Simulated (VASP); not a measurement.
VASP input:

### INCAR
```
SYSTEM = CaB2
PREC = Accurate
ENCUT = 520
EDIFF = 1E-6
NELM = 100
ALGO = Normal
LREAL = .FALSE.
LASPH = .TRUE.
ISMEAR = 1
SIGMA = 0.1
GGA = PE
LWAVE = .FALSE.
LCHARG = .FALSE.
ISIF = 2
```

**POSCAR**
```
CaB2
1
    3.5644020000     0.0000000000     0.0000000000
   -1.7822010000     3.0868630000     0.0000000000
    0.0000000000     0.0000000000     3.8594000000
Ca B
1 2
Direct
  0.0000000000   0.0000000000   0.0000000000
  0.3333330000   0.6666670000   0.5000000000
  0.6666670000   0.3333330000   0.5000000000
```

**KPOINTS**
```
Automatic mesh
0
Gamma
8 8 6
0 0 0
```

POTCAR, in this order: Ca_sv B (PBE.64 set). Program: vasp_gam.

The resulting files:

File standard output:
```
 POSCAR found type information on POSCAR CaB
 POSCAR found :  2 types and       3 ions
 Reading from existing POTCAR
 Reading from existing POTCAR
 LDA part: xc-table for (Slater+PW92), standard interpolation

 -----------------------------------------------------------------------------
|                                                                             |
|     EEEEEEE  RRRRRR   RRRRRR   OOOOOOO  RRRRRR      ###     ###     ###     |
|     E        R     R  R     R  O     O  R     R     ###     ###     ###     |
|     E        R     R  R     R  O     O  R     R     ###     ###     ###     |
|     EEEEE    RRRRRR   RRRRRR   O     O  RRRRRR       #       #       #      |
|     E        R   R    R   R    O     O  R   R                               |
|     E        R    R   R    R   O     O  R    R      ###     ###     ###     |
|     EEEEEEE  R     R  R     R  OOOOOOO  R     R     ###     ###     ###     |
|                                                                             |
|     You are using the Gamma-point-only version with more than one           |
|     k-point or some other non-Gamma k-point.                                |
|                                                                             |
|       ---->  I REFUSE TO CONTINUE WITH THIS SICK JOB ... BYE!!! <----       |
|                                                                             |
 -----------------------------------------------------------------------------
```

Q: Read the log: what went wrong, and how is it fixed?

A: The cause: the Γ-only program was given a k-mesh. VASP stops with an error: You are using the Gamma-point-only version with more than one k-point or some other non-Gamma k-point. ----> I REFUSE TO CONTINUE WITH THIS SICK JOB ... BYE!!! <---- To mend it, run vasp_std.

The mended run (PBE GGA, plane waves, VASP's PBE PAW potentials (set 64)) converges, and its OSZICAR ends with
```
   1 F= -.15043395E+02 E0= -.15042752E+02  d E =-.192977E-02
```

The structure was generated: CaB2 was put into the AlB2 type (P6/mmm), which need not be its known phase. The cell was not relaxed at this level.
